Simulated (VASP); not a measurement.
## ReRuW: formation energy of a point defect

Wanted: what a point defect costs in ReRuW and how the lattice relaxes round it. The cell is invented: other elements were put on sites of a known structure type. It may not be a known or stable phase.

Main program and level: VASP 6.6.1; PBEsol; plane waves and PAW (Re, Ru, W), in the first sound run; inputs show where later runs differ.

Most raw output is cut from this account.

### 1. The host crystal

It takes space group P6_3/mmc (No. 194, hexagonal). Conventional cell: a = 4.007 Å, b = 4.007 Å, c = 7.181 Å, α = 90.00°, β = 90.00°, γ = 120.00°. Re has 3 Ru at 2.31 Å and 6 W at 2.93 Å nearest. Nearest to Ru lie 3 Re at 2.31 Å and 6 W at 2.93 Å. W has 6 Re at 2.93 Å and 6 Ru at 2.93 Å nearest. Farther neighbours are not listed.

Structure file:

```cif
data_structure
_symmetry_space_group_name_H-M 'P 1'
_symmetry_Int_Tables_number 1
_cell_length_a 4.0068
_cell_length_b 4.0068
_cell_length_c 7.1810
_cell_angle_alpha 90.000
_cell_angle_beta 90.000
_cell_angle_gamma 120.000
_cell_volume 99.84
loop_
_atom_site_label
_atom_site_type_symbol
_atom_site_fract_x
_atom_site_fract_y
_atom_site_fract_z
_atom_site_occupancy
Re1 Re 0.33333 0.66667 0.75000 1
Re2 Re 0.66667 0.33333 0.25000 1
Ru3 Ru 0.33333 0.66667 0.25000 1
Ru4 Ru 0.66667 0.33333 0.75000 1
W5 W 0.00000 0.00000 0.00000 1
W6 W 0.00000 0.00000 0.50000 1
```

### 2. Relaxing the host crystal

First cell and atoms are relaxed at a raised cutoff, so that later runs start from this functional's own cell.

The input, INCAR:

```
SYSTEM = ReRuW
PREC = Accurate
ENCUT = 350
EDIFF = 1E-06
NELM = 120
ISMEAR = 0
SIGMA = 0.05
LREAL = .FALSE.
ALGO = Normal
GGA = PS
NBANDS = 27
LORBIT = 11
LWAVE = .FALSE.
LCHARG = .FALSE.
KPAR = 4
IBRION = 2
NSW = 40
ISIF = 3
EDIFFG = -0.02
POTIM = 0.4
```

The input, POSCAR:

```
ReRuW
1.0
    4.0068073200      0.0000000000      0.0000000000
   -2.0034036600      3.4699969300      0.0000000000
    0.0000000000      0.0000000000      7.1810096100
Re Ru W
2 2 2
Direct
    0.3333333300      0.6666666700      0.7500000000
    0.6666666700      0.3333333300      0.2500000000
    0.3333333300      0.6666666700      0.2500000000
    0.6666666700      0.3333333300      0.7500000000
    0.0000000000      0.0000000000      0.0000000000
    0.0000000000      0.0000000000      0.5000000000
```

The input, KPOINTS:

```
Automatic mesh
0
Gamma
6 6 3
0 0 0
```

The projector-augmented-wave data sets are Re, Ru and W (PBE family, release 64).

Launch:

```console
$ mpirun -np 4 vasp_std
```

It took 99 s on 4 MPI ranks of AMD EPYC 7R43, shared host; peak memory 0.64 GiB.

The k-mesh is coarse for a metal. The PAW data sets were made with PBE, which is usual practice but a small mismatch for other functionals. After so large a change of volume the plane waves of the start cell no longer fit, so the final stress carries a basis-set error. The data sets Re and W keep the semicore shell frozen, which is cheaper and a little less accurate. The run keeps the 24 symmetry operations of its start, so it cannot find a distortion of lower symmetry.

Step by step:

| step | energy less that of the first step (eV) | largest force (eV/Å) | pressure (GPa) | volume (Å³) |
| --- | --- | --- | --- | --- |
| 1 | 0.0000 | 0.0000 | -5.60 | 99.84 |
| 2 | -2.9356 | 0.0000 | -1.98 | 92.51 |
| 3 | -4.6206 | 0.0000 | 25.94 | 81.97 |
| 4 | -4.8318 | 0.0000 | 10.95 | 85.46 |
| 5 | -4.8674 | 0.0000 | 14.83 | 84.37 |
| 6 | -3.5221 | 0.0000 | -25.79 | 96.29 |
| 7 | -5.0693 | 0.0000 | 0.61 | 87.33 |
| 8 | -5.0697 | 0.0000 | 1.12 | 87.21 |
| 9 | -5.0696 | 0.0000 | 1.36 | 87.16 |
| 10 | -5.0666 | 0.0000 | -1.28 | 87.87 |
| 11 | -5.0721 | 0.0000 | 0.27 | 87.44 |
| 12 | -5.0719 | 0.0000 | -0.42 | 87.61 |
| 13 | -5.0721 | 0.0000 | 0.02 | 87.50 |

| cell as run | before | after | change |
| --- | --- | --- | --- |
| a (Å) | 4.007 | 4.314 | +7.7 % |
| b (Å) | 4.007 | 4.314 | +7.7 % |
| c (Å) | 7.181 | 5.430 | -24.4 % |
| volume (Å³/atom) | 16.64 | 14.58 | -12.4 % |

The relaxed structure:

```cif
data_structure
_symmetry_space_group_name_H-M 'P 1'
_symmetry_Int_Tables_number 1
_cell_length_a 4.3136
_cell_length_b 4.3136
_cell_length_c 5.4300
_cell_angle_alpha 90.000
_cell_angle_beta 90.000
_cell_angle_gamma 120.000
_cell_volume 87.50
loop_
_atom_site_label
_atom_site_type_symbol
_atom_site_fract_x
_atom_site_fract_y
_atom_site_fract_z
_atom_site_occupancy
Re1 Re 0.33333 0.66667 0.75000 1
Re2 Re 0.66667 0.33333 0.25000 1
Ru3 Ru 0.33333 0.66667 0.25000 1
Ru4 Ru 0.66667 0.33333 0.75000 1
W5 W 0.00000 0.00000 0.00000 1
W6 W 0.00000 0.00000 0.50000 1
```

Numbers from this step:

```
electronic cycles                               : 124
electrons                                       : 42
free energy (TOTEN)                             : -73.7548 eV
energy at zero smearing                         : -73.7509 eV
Fermi energy                                    : 9.219 eV
labelled metallic, from the levels on this mesh : yes
```

The run ended after 13 ionic steps, 5.072 eV below its first step, once forces and stress met EDIFFG = -0.02.

### 3. The supercell without the defect

System of this step: ReRuW. Symmetry: P6_3/mmc, No. 194, hexagonal system. Conventional cell: a = 4.314 Å, b = 4.314 Å, c = 5.430 Å, α = 90.00°, β = 90.00°, γ = 120.00°. Nearest to Re lie 5 Ru at 2.49 to 2.72 Å and 6 W at 2.84 Å. Nearest to Ru lie 5 Re at 2.49 to 2.72 Å and 6 W at 2.84 Å. Nearest to W lie 2 W at 2.72 Å and 6 Re at 2.84 Å and 6 Ru at 2.84 Å. Farther neighbours are not listed.

The same cell, mesh and cutoff without the defect give the energy to subtract and, in a gapped host, the band edges to count from, so that most errors cancel.

The input, INCAR:

```
SYSTEM = ReRuW
PREC = Normal
ENCUT = 300
EDIFF = 1E-05
NELM = 120
ISMEAR = 1
SIGMA = 0.2
LREAL = Auto
ALGO = Fast
GGA = PS
NBANDS = 108
LORBIT = 11
LWAVE = .FALSE.
LCHARG = .FALSE.
KPAR = 4
```

The input, POSCAR:

```
ReRuW
1.0
   -6.4704130131      3.7356946983      5.4300283818
    6.4704130131     -3.7356946983      5.4300283818
    2.1568043377      3.7356946983     -5.4300283818
Re Ru W
8 8 8
Direct
    0.7083333350      0.5416666650      0.5000000000
    0.2083333350      0.0416666650      0.5000000000
    0.2083333350      0.5416666650      0.0000000000
    0.7083333350      0.0416666650      0.0000000000
    0.2916666650      0.4583333350      0.5000000000
    0.7916666650      0.9583333350      0.5000000000
    0.7916666650      0.4583333350      0.0000000000
    0.2916666650      0.9583333350      0.0000000000
    0.4583333350      0.2916666650      0.5000000000
    0.9583333350      0.7916666650      0.5000000000
    0.9583333350      0.2916666650      0.0000000000
    0.4583333350      0.7916666650      0.0000000000
    0.5416666650      0.7083333350      0.5000000000
    0.0416666650      0.2083333350      0.5000000000
    0.0416666650      0.7083333350      0.0000000000
    0.5416666650      0.2083333350      0.0000000000
    0.0000000000      0.0000000000      0.0000000000
    0.5000000000      0.5000000000      0.0000000000
    0.5000000000      0.0000000000      0.5000000000
    0.0000000000      0.5000000000      0.5000000000
    0.2500000000      0.2500000000      0.0000000000
    0.7500000000      0.7500000000      0.0000000000
    0.7500000000      0.2500000000      0.5000000000
    0.2500000000      0.7500000000      0.5000000000
```

The input, KPOINTS:

```
Automatic mesh
0
Gamma
8 8 8
0 0 0
```

Launch:

```console
$ mpirun -np 4 vasp_std
```

Elapsed: 23 min, on 4 MPI ranks; peak memory 3.6 GiB.

This step gave:

```
electronic cycles       : 28
electrons               : 168
free energy (TOTEN)     : -294.8336 eV
energy at zero smearing : -294.8338 eV
Fermi energy            : 9.085 eV
```

The host is treated as a metal, as its relaxation found a gap under 0.3 eV or none, and only the neutral defect is run.

### 4. Reference Sn

This step: PBEsol; plane waves and PAW (Sn) (VASP 6.6.1).

System of this step: Sn. Symmetry: I4_1/amd, No. 141, tetragonal system. The conventional cell has a = 5.820 Å, b = 5.820 Å, c = 3.178 Å, α = 90.00°, β = 90.00°, γ = 90.00°. Nearest to Sn lie 6 Sn at 3.02 to 3.18 Å.

The reference for Sn is its crystal, relaxed at the cutoff of the large cell.

The input, INCAR:

```
SYSTEM = Sn
PREC = Normal
ENCUT = 300
EDIFF = 1E-05
NELM = 120
ISMEAR = 1
SIGMA = 0.1
LREAL = Auto
ALGO = Fast
GGA = PS
NBANDS = 10
LORBIT = 11
LWAVE = .FALSE.
LCHARG = .FALSE.
KPAR = 4
IBRION = 2
NSW = 25
ISIF = 3
EDIFFG = -0.02
POTIM = 0.4
```

The input, POSCAR:

```
Sn
1.0
   -2.9100000000      2.9100000000      1.5888600000
    2.9100000000     -2.9100000000      1.5888600000
    2.9100000000      2.9100000000     -1.5888600000
Sn
2
Direct
    0.0000000000      0.0000000000      0.0000000000
    0.2500000000      0.7500000000      0.5000000000
```

The input, KPOINTS:

```
Automatic mesh
0
Gamma
10 10 10
0 0 0
```

Potentials, in the order of the species: Sn (PBE family, release 64).

Launch:

```console
$ mpirun -np 4 vasp_std
```

The job ended after 27 s (4 MPI ranks; peak memory 0.46 GiB).

The data set Sn keeps the semicore shell frozen, which is cheaper and a little less accurate. The run keeps the 16 symmetry operations of its start, so it cannot find a distortion of lower symmetry.

The steps of the relaxation:

| step | energy less that of the first step (eV) | largest force (eV/Å) | pressure (GPa) | volume (Å³) |
| --- | --- | --- | --- | --- |
| 1 | 0.0000 | 0.0000 | 0.06 | 53.82 |
| 2 | -0.0011 | 0.0000 | -0.06 | 53.88 |
| 3 | -0.0029 | 0.0000 | -0.07 | 54.06 |
| 4 | -0.0029 | 0.0000 | -0.05 | 54.02 |
| 5 | -0.0030 | 0.0000 | -0.06 | 54.04 |

| conventional cell, symmetrised | before | after | change |
| --- | --- | --- | --- |
| a (Å) | 5.820 | 5.869 | +0.9 % |
| b (Å) | 5.820 | 5.869 | +0.9 % |
| c (Å) | 3.178 | 3.137 | -1.3 % |
| volume (Å³/atom) | 26.91 | 27.02 | +0.4 % |

The relaxed structure:

```
Sn
1.0
    -2.93474    2.93474    1.56850
     2.93474   -2.93474    1.56850
     2.93474    2.93474   -1.56850
Sn
2
Direct
  0.00000 0.00000 0.00000
  0.25000 0.75000 0.50000
```

Numbers from this step:

| Item | Value |
| --- | --- |
| electronic cycles | 25 |
| electrons | 8 |
| free energy (TOTEN) | -8.490 eV |
| energy at zero smearing | -8.490 eV |
| Fermi energy | 5.192 eV |

The run ended after 5 ionic steps, 0.003 eV below its first step, once forces and stress met EDIFFG = -0.02.

Energy at zero smearing: -8.49007 eV.

### 5. Reference W

This step: PBEsol; plane waves and PAW (W) (VASP 6.6.1).

System of this step: W. The structure is cubic, space group Im-3m (No. 229). Conventional cell: a = 3.160 Å, b = 3.160 Å, c = 3.160 Å, α = 90.00°, β = 90.00°, γ = 90.00°. W has 8 W at 2.74 Å nearest.

The reference for W is its crystal, relaxed at the cutoff of the large cell.

Changes to INCAR since step 4:

```diff
@@ -1,2 +1,2 @@
-SYSTEM = Sn
+SYSTEM = W
 PREC = Normal
@@ -10,3 +10,3 @@
 GGA = PS
-NBANDS = 10
+NBANDS = 9
 LORBIT = 11
```

The input, POSCAR:

```
W
1.0
   -1.5800000000      1.5800000000      1.5800000000
    1.5800000000     -1.5800000000      1.5800000000
    1.5800000000      1.5800000000     -1.5800000000
W
1
Direct
    0.0000000000      0.0000000000      0.0000000000
```

The input, KPOINTS:

```
Automatic mesh
0
Gamma
12 12 12
0 0 0
```

PAW data sets: W (PBE family, release 64).

Launch:

```console
$ mpirun -np 4 vasp_std
```

Elapsed: 6.6 s, on 4 MPI ranks; peak memory 0.32 GiB.

The data set W keeps the semicore shell frozen, which is cheaper and a little less accurate. The run keeps the 48 symmetry operations of its start, so it cannot find a distortion of lower symmetry.

Relaxation path:

| step | energy less that of the first step (eV) | largest force (eV/Å) | pressure (GPa) | volume (Å³) |
| --- | --- | --- | --- | --- |
| 1 | 0.0000 | 0.0000 | -5.57 | 15.78 |
| 2 | 0.0314 | 0.0000 | 16.82 | 14.80 |
| 3 | -0.0051 | 0.0000 | -0.28 | 15.51 |
| 4 | -0.0051 | 0.0000 | -0.06 | 15.50 |

| conventional cell, symmetrised | before | after | change |
| --- | --- | --- | --- |
| a (Å) | 3.160 | 3.141 | -0.6 % |
| b (Å) | 3.160 | 3.141 | -0.6 % |
| c (Å) | 3.160 | 3.141 | -0.6 % |
| volume (Å³/atom) | 15.78 | 15.50 | -1.8 % |

Final coordinates:

```xyz
1
Lattice="-1.5707 1.5707 1.5707 1.5707 -1.5707 1.5707 1.5707 1.5707 -1.5707" Properties=species:S:1:pos:R:3 pbc="T T T"
W     0.0000    0.0000    0.0000
```

Numbers from this step:

| Quantity | Value |
| --- | --- |
| electronic cycles | 28 |
| electrons | 6 |
| free energy (TOTEN) | -13.88 eV |
| energy at zero smearing | -13.88 eV |
| Fermi energy | 7.828 eV |

The run ended after 4 ionic steps, 0.005 eV below its first step, once forces and stress met EDIFFG = -0.02.

Energy at zero smearing: -13.87917 eV.

### 6. The defect cell

This step: PBEsol; plane waves and PAW (Re, Ru, Sn, W) (VASP 6.6.1).

System of this step: Re8SnRu8W7. The cell holds 24 atoms: 8 Re, 8 Ru, 1 Sn and 7 W. Its edges and angles: a = 9.236 Å, b = 9.236 Å, c = 6.935 Å, α = 117.4°, β = 117.4°, γ = 108.0°. It derives from ReRuW. Nearest the centre at fractional (0.000, 0.000, 0.000): Sn17 at 0.00 Å, W21 at 2.72 Å, W22 at 2.72 Å, Re8 at 2.84 Å, Ru15 at 2.84 Å, Ru11 at 2.84 Å, Re4 at 2.84 Å, Re1 at 2.84 Å.

The host is treated as a metal, since its gap is under 0.3 eV or closed. The run keeps 4 symmetry operations, which cuts the number of k-points but bars distortions that break them. The atoms relax at the host's fixed cell.

The input, INCAR:

```
SYSTEM = Re8SnRu8W7
PREC = Normal
ENCUT = 300
EDIFF = 1E-05
NELM = 120
ISMEAR = 1
SIGMA = 0.2
LREAL = Auto
ALGO = Fast
GGA = PS
NBANDS = 107
LORBIT = 11
LWAVE = .FALSE.
LCHARG = .TRUE.
KPAR = 4
IBRION = 2
NSW = 50
ISIF = 2
EDIFFG = -0.03
POTIM = 0.4
MAXMIX = 40
ISYM = 2
```

The input, POSCAR:

```
Re8SnRu8W7
1.0
   -6.4704130131      3.7356946983      5.4300283818
    6.4704130131     -3.7356946983      5.4300283818
    2.1568043377      3.7356946983     -5.4300283818
Re Ru Sn W
8 8 1 7
Direct
    0.7083333400      0.5416666700      0.5000000000
    0.2083333400      0.0416666600      0.5000000000
    0.2083333400      0.5416666700      0.0000000000
    0.7083333400      0.0416666600      0.0000000000
    0.2916666600      0.4583333400      0.5000000000
    0.7916666600      0.9583333400      0.5000000000
    0.7916666600      0.4583333400      0.0000000000
    0.2916666600      0.9583333400      0.0000000000
    0.4583333400      0.2916666600      0.5000000000
    0.9583333400      0.7916666600      0.5000000000
    0.9583333400      0.2916666600      0.0000000000
    0.4583333400      0.7916666600      0.0000000000
    0.5416666700      0.7083333400      0.5000000000
    0.0416666600      0.2083333400      0.5000000000
    0.0416666600      0.7083333400      0.0000000000
    0.5416666700      0.2083333400      0.0000000000
    0.0000000000      0.0000000000      0.0000000000
    0.5000000000      0.5000000000      0.0000000000
    0.5000000000      0.0000000000      0.5000000000
    0.0000000000      0.5000000000      0.5000000000
    0.2500000000      0.2500000000      0.0000000000
    0.7500000000      0.7500000000      0.0000000000
    0.7500000000      0.2500000000      0.5000000000
    0.2500000000      0.7500000000      0.5000000000
```

The input, KPOINTS:

```
Automatic mesh
0
Gamma
8 8 8
0 0 0
```

The projector-augmented-wave data sets are Re, Ru, Sn and W (PBE family, release 64).

Launch:

```console
$ mpirun -np 4 vasp_std
```

Wall time 51 min (4 MPI ranks).

The run was stopped at its time limit, so it gives no result of its own.

### 7. Outcome

```
result : none
```

The session ends without its result: «relax the defect» met its time limit.

[Lines on the potential files, build, host, timing and source positions are cut from VASP's logs without a mark.]

[Logs are printed without paths, hosts, clocks, repeated set-up lines and the standing remarks that a program may print on its own settings, such as how far it seeks lower states.]

[Hosts, paths, dates, database ids (printed as entryN), source tags and the programs' standing remarks are cut or masked in the printed files.]

[In band tables of VASP the shares of atoms and orbitals are scaled to a sum of 1 inside the atoms' spheres.]

[Runs that stopped without an error message from VASP are left out.]
